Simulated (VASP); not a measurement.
# SnPPt with LDA: from relaxation to properties, part 5 of 5

Wanted: the relaxed cell of SnPPt and its properties. The cell is invented: it takes the structure of a Materials Project entry for SrPPt (space group 187 there), with some of its atoms replaced by other elements, volume scaled by an estimate. It may not be a known or stable phase.

VASP 6.6.1; LDA; plane waves and PAW (Pt, Sn_d, P); invented cell.

Still holding for the runs below: This run has no spin polarisation. Its electron count is odd, so without a moment it is a metal by construction. Spin-orbit coupling is off here; with elements this heavy it splits and shifts levels by tenths of an eV or more.

So far. Step 13 (Volume scan with LDA, volume scale 1.06): The pressure falls from -4.44 to -6.32 GPa. The parabola predicted -6.24 GPa, +0.08 GPa off. The relaxed cell has a = 3.973, c = 4.355 Å (conventional setting).

## Step 15: Fit for LDA

This step: Birch-Murnaghan fit, LDA; plane waves and PAW; invented cell (VASP 6.6.1).

No new run; the numbers come from the runs before.

Numbers from this step:

```
pressure derivative of the bulk modulus : 4.500
r.m.s. error of the fit                 : 7.29e-6 eV/atom
minimum inside the sampled range        : yes
bulk modulus                            : 124.3 GPa
equilibrium volume of the fit           : 19.87 Å³/atom
```

Energy above the fitted minimum against volume:

| volume (Å³/atom) | energy above the fitted minimum (eV/atom) |
| --- | --- |
| 18.654 | 0.0322 |
| 19.051 | 0.0140 |
| 19.448 | 0.00355 |
| 19.845 | -1.5e-6 |
| 20.241 | 0.00266 |
| 20.638 | 0.0109 |
| 21.035 | 0.0240 |

The fitted volume lies +0.11 % from the relaxed one. At a finite cutoff and mesh the minimum of the energy and the zero of the stress don't quite coincide, and the relaxation stops at a threshold.

## Step 16: Independent-particle dielectric function (LDA)

This step: LDA; plane waves and PAW (Pt, Sn_d, P); invented cell (VASP 6.6.1).

LOPTICS sums transitions from filled to empty bands. The mesh is finer than in the run before. NBANDS is raised for it.

Input file INCAR:

```
SYSTEM = SnPPt
PREC = Accurate
ENCUT = 400
EDIFF = 1E-06
NELM = 100
ISMEAR = 0
SIGMA = 0.05
LREAL = .FALSE.
ALGO = Normal
GGA = CA
NBANDS = 38
LORBIT = 11
LWAVE = .FALSE.
LCHARG = .FALSE.
LOPTICS = .TRUE.
NEDOS = 1500
CSHIFT = 0.1
```

Input file POSCAR:

```
SnPPt
1.0
    3.9731288998      0.0000000150      0.0000000000
   -1.9865649241      3.4408311824      0.0000000000
    0.0000000000      0.0000000000      4.3548036121
Pt Sn P
1 1 1
Direct
    0.0000000000      0.0000000000      0.5000000000
    0.6666666700      0.3333333300      0.0000000000
    0.3333333300      0.6666666700      0.5000000000
```

Input file KPOINTS:

```
Automatic mesh
0
Gamma
10 10 8
0 0 0
```

Potentials, in the order of the species: Pt, Sn_d and P (LDA family, release 64).

Started as:

```bash
$ mpirun -np 1 vasp_std
```

The log of the run:

```text
[... set-up lines as in an earlier step ...]
 entering main loop
       N       E                     dE             d eps       ncg     rms          rms(c)
DAV:   1     0.218497014477E+03    0.21850E+03   -0.99934E+03  6454   0.840E+02
DAV:   2     0.762275255717E+01   -0.21087E+03   -0.19114E+03  5682   0.304E+02
DAV:   3    -0.185004690439E+02   -0.26123E+02   -0.25672E+02  6238   0.715E+01
DAV:   4    -0.192891990001E+02   -0.78873E+00   -0.78807E+00  6386   0.126E+01
DAV:   5    -0.193034409745E+02   -0.14242E-01   -0.14241E-01  6560   0.179E+00    0.136E+01
DAV:   6    -0.187845732558E+02    0.51887E+00   -0.20143E+00  6378   0.638E+00    0.717E+00
DAV:   7    -0.186687034766E+02    0.11587E+00   -0.41249E-01  6620   0.311E+00    0.383E+00
DAV:   8    -0.186344072603E+02    0.34296E-01   -0.61716E-02  6572   0.106E+00    0.468E-01
DAV:   9    -0.186336082725E+02    0.79899E-03   -0.35624E-03  7260   0.309E-01    0.199E-01
DAV:  10    -0.186334873884E+02    0.12088E-03   -0.29671E-04  7222   0.949E-02    0.631E-02
DAV:  11    -0.186334811905E+02    0.61979E-05   -0.30387E-05  6594   0.233E-02    0.253E-02
DAV:  12    -0.186334815592E+02   -0.36870E-06   -0.28865E-06  6204   0.592E-03
   1 F= -.18633482E+02 E0= -.18632558E+02  d E =-.184805E-02
 optical routines
 imaginary and real dielectric function
 recalculating local potential from charge density
 direction            1
 direction            2
 direction            3
```

Wall time 74 s (1 MPI rank of Intel Xeon Platinum 8488C (Sapphire Rapids), shared host); peak memory 0.31 GiB.

OUTCAR, selected parts (step 16):

```text
   k-points           NKPTS =     70   k-points in BZ     NKDIM =     70   number of bands    NBANDS=     38

   NELECT =      29.0000    total number of electrons

 E-fermi :   8.4592

 k-point     1 :       0.0000    0.0000    0.0000
  band No.  band energies     occupation
    ...
      9       2.1993      2.00000
     10       4.6871      2.00000
     11       5.2355      2.00000
     12       5.2355      2.00000
     13       6.8835      2.00000
     14      10.5959      0.00000
     15      10.5959      0.00000
     16      11.0202      0.00000
     17      11.7122      0.00000
     18      11.7122      0.00000
    ...

  Total        0.3188383      0.3188384     -0.4229769     -0.0000000     -0.0000000      0.0000000
  in kB        8.5805754      8.5805785    -11.3831549     -0.0000012     -0.0000000      0.0000000
  external PRESSURE =       1.9259996 kB  Pullay stress =       0.0000000 kB

 POSITION                                       TOTAL-FORCE (eV/Angst)
 -----------------------------------------------------------------------------------
      0.00000      0.00000      2.17740         0.000000     -0.000000      0.000000
      1.98656      1.14694      0.00000         0.000000      0.000000      0.000000
     -0.00000      2.29389      2.17740        -0.000000      0.000000      0.000000
 -----------------------------------------------------------------------------------
    total drift:                               -0.000005      0.000009     -0.000000

  FREE ENERGIE OF THE ION-ELECTRON SYSTEM (eV)
  ---------------------------------------------------
  free  energy   TOTEN  =       -18.6334815592 eV

  energy  without entropy=      -18.6316335127  energy(sigma->0) =      -18.63255754

 plasma frequency squared (from intraband transitions) (eV^2)
  --------------------------------------------------------------------------------------
      36.692      -0.000      -0.000
      -0.000      36.692       0.000
      -0.000      -0.000      28.946

[... 7 parts as in an earlier step ...]

[... 9 further parts left out ...]
```

These are independent-particle spectra without excitons or local fields, and fine structure depends on the mesh and on CSHIFT. The intraband (Drude) part is not in this spectrum.

Numbers from this step:

```
SCF cycles              : 12
bands                   : 38
irreducible k-points    : 70
free energy (TOTEN)     : -18.63 eV
energy at zero smearing : -18.63 eV
Fermi energy            : 8.459 eV
pressure                : 0.1926 GPa
```

The imaginary dielectric function has structure finer than the step of the table below, so its rows give means over 0.5 eV, whole bins alone (the curve runs from 0 to 25.0 eV). Peaks (eV: height): xx 0.79: 51.0, 2.31: 25.3; zz 1.06: 25.9, 2.31: 20.9, 2.87: 20.6, 3.37: 25.4.

Table of imaginary dielectric function by photon energy; means over each step:

| photon energy (eV) | xx | zz |
| --- | --- | --- |
| 0.5 | 15.0 | 2.66 |
| 1.0 | 43.5 | 18.2 |
| 1.5 | 22.9 | 9.28 |
| 2.0 | 22.4 | 13.4 |
| 2.5 | 21.0 | 17.2 |
| 3.0 | 17.3 | 18.2 |
| 3.5 | 13.7 | 21.4 |
| 4.0 | 11.8 | 17.1 |
| 4.5 | 10.1 | 13.3 |
| 5.0 | 8.31 | 8.47 |
| 5.5 | 6.56 | 6.38 |
| 6.0 | 6.93 | 6.59 |
| 6.5 | 5.72 | 5.84 |
| 7.0 | 4.58 | 3.72 |
| 7.5 | 3.86 | 3.68 |
| 8.0 | 3.46 | 2.62 |
| 8.5 | 3.07 | 2.15 |
| 9.0 | 2.45 | 2.05 |
| 9.5 | 2.20 | 1.69 |
| 10.0 | 2.30 | 1.43 |
| 10.5 | 2.30 | 1.45 |
| 11.0 | 2.06 | 1.41 |
| 11.5 | 1.55 | 1.61 |
| 12.0 | 1.46 | 1.26 |
| 12.5 | 1.35 | 1.33 |
| 13.0 | 1.19 | 1.22 |
| 13.5 | 1.09 | 1.17 |
| 14.0 | 1.05 | 1.18 |
| 14.5 | 1.03 | 1.02 |
| 15.0 | 0.955 | 1.12 |
| 15.5 | 0.952 | 1.15 |
| 16.0 | 0.735 | 1.18 |
| 16.5 | 0.641 | 1.13 |
| 17.0 | 0.537 | 1.17 |
| 17.5 | 0.485 | 0.977 |
| 18.0 | 0.461 | 0.892 |
| 18.5 | 0.414 | 0.806 |
| 19.0 | 0.388 | 0.719 |
| 19.5 | 0.406 | 0.665 |
| 20.0 | 0.419 | 0.723 |
| 20.5 | 0.415 | 0.673 |
| 21.0 | 0.401 | 0.550 |
| 21.5 | 0.377 | 0.532 |
| 22.0 | 0.364 | 0.500 |
| 22.5 | 0.395 | 0.470 |
| 23.0 | 0.483 | 0.483 |
| 23.5 | 0.481 | 0.535 |
| 24.0 | 0.504 | 0.577 |
| 24.5 | 0.534 | 0.644 |

Table of real dielectric function by photon energy:

| photon energy (eV) | xx | zz |
| --- | --- | --- |
| 0.0 | 43.7 | 24.1 |
| 0.5 | 55.7 | 26.9 |
| 1.0 | 19.8 | 24.9 |
| 1.5 | 7.59 | 13.9 |
| 2.0 | 7.43 | 15.7 |
| 2.5 | 0.961 | 9.45 |
| 3.0 | 1.74 | 8.05 |
| 3.5 | -0.730 | 0.354 |
| 4.0 | -0.768 | 0.0910 |
| 4.5 | -3.28 | -6.63 |
| 5.0 | -2.52 | -5.03 |
| 5.5 | -1.46 | -2.70 |
| 6.0 | -2.48 | -3.08 |
| 6.5 | -2.59 | -3.73 |
| 7.0 | -2.77 | -3.39 |
| 7.5 | -2.40 | -2.23 |
| 8.0 | -2.11 | -2.43 |
| 8.5 | -2.24 | -1.87 |
| 9.0 | -1.84 | -1.48 |
| 9.5 | -0.972 | -1.19 |
| 10.0 | -0.751 | -1.12 |
| 10.5 | -1.25 | -0.323 |
| 11.0 | -1.25 | -0.416 |
| 11.5 | -1.00 | -0.422 |
| 12.0 | -1.01 | -0.310 |
| 12.5 | -0.922 | -0.213 |
| 13.0 | -0.677 | -0.0611 |
| 13.5 | -0.495 | -0.0640 |
| 14.0 | -0.535 | -0.0369 |
| 14.5 | -0.372 | 0.0652 |
| 15.0 | -0.401 | 0.226 |
| 15.5 | -0.355 | 0.190 |
| 16.0 | -0.392 | 0.202 |
| 16.5 | -0.275 | 0.0673 |
| 17.0 | -0.201 | 0.0543 |
| 17.5 | -0.0690 | -0.104 |
| 18.0 | -0.0133 | 0.00459 |
| 18.5 | 0.0640 | -0.0130 |
| 19.0 | 0.164 | 0.0843 |
| 19.5 | 0.226 | 0.130 |
| 20.0 | 0.235 | 0.159 |
| 20.5 | 0.274 | 0.100 |
| 21.0 | 0.275 | 0.0660 |
| 21.5 | 0.381 | 0.299 |
| 22.0 | 0.358 | 0.207 |
| 22.5 | 0.465 | 0.277 |
| 23.0 | 0.520 | 0.461 |
| 23.5 | 0.423 | 0.341 |
| 24.0 | 0.475 | 0.465 |
| 24.5 | 0.369 | 0.305 |

## Step 17: Bands along the symmetry lines (LDA), changed input

The mesh alone shows little of the dispersion and can miss band extrema, so KPOINTS_OPT adds a path through the symmetry points after the self-consistent cycle. Some settings are moved from the usual, to see what they do.

Input file INCAR:

```
SYSTEM = SnPPt
PREC = Accurate
ENCUT = 600
EDIFF = 1E-06
NELM = 100
ISMEAR = 0
SIGMA = 0.05
LREAL = .FALSE.
ALGO = Normal
GGA = CA
NBANDS = 18
LORBIT = 11
LWAVE = .FALSE.
LCHARG = .FALSE.
```

POSCAR is that of step 16.

Input file KPOINTS:

```
Automatic mesh
0
Gamma
2 2 2
0 0 0
```

Input file KPOINTS_OPT:

```
Line mode
16
Line-mode
Reciprocal
  0.00000000   0.00000000   0.00000000 GAMMA
  0.50000000   0.00000000   0.00000000 M

  0.50000000   0.00000000   0.00000000 M
  0.33333333   0.33333333   0.00000000 K

  0.33333333   0.33333333   0.00000000 K
  0.00000000   0.00000000   0.00000000 GAMMA

  0.00000000   0.00000000   0.00000000 GAMMA
  0.00000000   0.00000000   0.50000000 A

  0.00000000   0.00000000   0.50000000 A
  0.50000000   0.00000000   0.50000000 L

  0.50000000   0.00000000   0.50000000 L
  0.33333333   0.33333333   0.50000000 H

  0.33333333   0.33333333   0.50000000 H
  0.00000000   0.00000000   0.50000000 A

  0.50000000   0.00000000   0.50000000 L
  0.50000000   0.00000000   0.00000000 M

  0.33333333   0.33333333   0.00000000 K
  0.33333333   0.33333333   0.50000000 H
```

Started as:

```bash
$ mpirun -np 1 vasp_std
```

The log of the run:

```text
[... set-up lines as in an earlier step ...]
 entering main loop
       N       E                     dE             d eps       ncg     rms          rms(c)
DAV:   1     0.240275386455E+03    0.24028E+03   -0.15720E+04   144   0.228E+03
DAV:   2     0.559638222611E+01   -0.23468E+03   -0.22988E+03   152   0.510E+02
DAV:   3    -0.187246982312E+02   -0.24321E+02   -0.23722E+02   188   0.137E+02
DAV:   4    -0.197234051293E+02   -0.99871E+00   -0.98670E+00   156   0.238E+01
DAV:   5    -0.197511928135E+02   -0.27788E-01   -0.27752E-01   210   0.450E+00    0.130E+01
DAV:   6    -0.190126489517E+02    0.73854E+00   -0.41032E+00   152   0.143E+01    0.609E+00
DAV:   7    -0.188974698513E+02    0.11518E+00   -0.63532E-01   156   0.652E+00    0.329E+00
DAV:   8    -0.188673648503E+02    0.30105E-01   -0.83674E-02   174   0.200E+00    0.711E-01
DAV:   9    -0.188652288805E+02    0.21360E-02   -0.78140E-03   164   0.824E-01    0.199E-01
DAV:  10    -0.188650848856E+02    0.14399E-03   -0.11899E-03   168   0.292E-01    0.672E-02
DAV:  11    -0.188650608888E+02    0.23997E-04   -0.15326E-04   160   0.108E-01    0.210E-02
DAV:  12    -0.188650607276E+02    0.16120E-06   -0.83648E-06   170   0.267E-02
   1 F= -.18865061E+02 E0= -.18864762E+02  d E =-.597181E-03
 Start KPOINTS_OPT (optional k-point list driver)
k-point batch [1-4\144]
       N       E                     dE             ncg
DAV:   1     0.761971863705E+03    0.56424E+03      144
DAV:   2    -0.141318302541E+03   -0.90329E+03      152
DAV:   3    -0.224843091850E+03   -0.83525E+02      176
DAV:   4    -0.227722627925E+03   -0.28795E+01      158
DAV:   5    -0.227834236633E+03   -0.11161E+00      224
DAV:   6    -0.227835958535E+03   -0.17219E-02      170
DAV:   7    -0.227836016312E+03   -0.57777E-04      224
DAV:   8    -0.227836016713E+03   -0.40086E-06      144
[...]
k-point batch [141-144\144]
       N       E                     dE             ncg
DAV:   1     0.744987006501E+03   -0.38433E+04      144
DAV:   2    -0.194577219014E+03   -0.93956E+03      176
DAV:   3    -0.262990809290E+03   -0.68414E+02      154
DAV:   4    -0.265212822449E+03   -0.22220E+01      156
DAV:   5    -0.265292596832E+03   -0.79774E-01      206
DAV:   6    -0.265293989555E+03   -0.13927E-02      152
DAV:   7    -0.265294085481E+03   -0.95925E-04      222
DAV:   8    -0.265294085866E+03   -0.38540E-06      110
```

Elapsed: 69 s, on 1 MPI rank; peak memory 0.19 GiB.

Parts of OUTCAR (step 17):

```text
   k-points           NKPTS =      4   k-points in BZ     NKDIM =      4   number of bands    NBANDS=     18

   ENCUT  =  600.0 eV  44.10 Ry    6.64 a.u.   7.94  7.94  8.70*2*pi/ulx,y,z

   NELECT =      29.0000    total number of electrons

 E-fermi :   9.3591

 k-point     1 :       0.0000    0.0000    0.0000
  band No.  band energies     occupation
    ...
      9       2.2957      2.00000
     10       4.7827      2.00000
     11       5.1786      2.00000
     12       5.1786      2.00000
     13       6.8334      2.00000
     14      10.6186      0.00000
     15      10.6186      0.00000
     16      11.0836      0.00000
     17      11.6907      0.00000
     18      11.6907      0.00000

  Total       -1.6381197     -1.6381203      0.9014022      0.0000002     -0.0000000     -0.0000000
  in kB      -44.0850785    -44.0850947     24.2585357      0.0000059     -0.0000000     -0.0000000
  external PRESSURE =     -21.3038792 kB  Pullay stress =       0.0000000 kB

 POSITION                                       TOTAL-FORCE (eV/Angst)
 -----------------------------------------------------------------------------------
      0.00000      0.00000      2.17740         0.000000      0.000000      0.000000
      1.98656      1.14694      0.00000         0.000000     -0.000000      0.000000
     -0.00000      2.29389      2.17740        -0.000000      0.000000      0.000000
 -----------------------------------------------------------------------------------
    total drift:                               -0.000006      0.000010      0.000000

  FREE ENERGIE OF THE ION-ELECTRON SYSTEM (eV)
  ---------------------------------------------------
  free  energy   TOTEN  =       -18.8650607276 eV

  energy  without entropy=      -18.8644635470  energy(sigma->0) =      -18.86476214

[... 3 parts as in an earlier step ...]

[... 10 further parts left out ...]
```

The run converged; its settings lie outside those of the reference runs, so its numbers are set aside.

Against the sound run on this cell (band structure (LDA)) the energy at zero smearing moves by -77.0 meV an atom and the pressure by -2.12 GPa.

Settings moved from the usual: ENCUT = 600, k-mesh = 2×2×2 and NBANDS = 18.

The mesh holds 4 irreducible points against 24.

## Step 18: What came out

```yaml
relaxed_volume: 19.84 Å³/atom
relaxed_conventional_cell_a_b_c: 3.973, 3.973, 4.355 Å; angles 90.0, 90.0, 120.0°
space_group_after_relaxing_within_0p02_a: P-6m2 (No. 187)
band_gap: none, a metal
dos_at_the_fermi_level: 1.50 states/eV/cell
bulk_modulus_from_the_fit: 124 GPa
volume_from_the_fit: 19.9 Å³/atom
```

With LDA, SnPPt relaxes to 19.84 Å³/atom in space group P-6m2 (held by the symmetry of the run), comes out as a metal and has a bulk modulus of 124 GPa at fixed shape and positions, an upper bound. Band structure (LDA): Of the bands kept, 4 cross the Fermi level on this path. Spin-orbit coupling is left out, and with elements this heavy it would split and shift bands near the Fermi level. The k-sampling is coarse for a metal, so the Fermi level, pressures and the shape of the cell carry errors. With an odd electron count and no spin the cell is a metal by construction. No search among competing phases was made. All values are for a static lattice at zero temperature.

[Lines on the potential files, build, host, timing and source positions are cut from VASP's logs without a mark.]

[Logs are printed without paths, hosts, clocks, repeated set-up lines and the standing remarks that a program may print on its own settings, such as how far it seeks lower states.]

[Hosts, paths, dates, database ids (printed as entryN), source tags and the programs' standing remarks are cut or masked in the printed files.]

[A measured line is paired with the nearest computed mode of its activity, which favours agreement.]
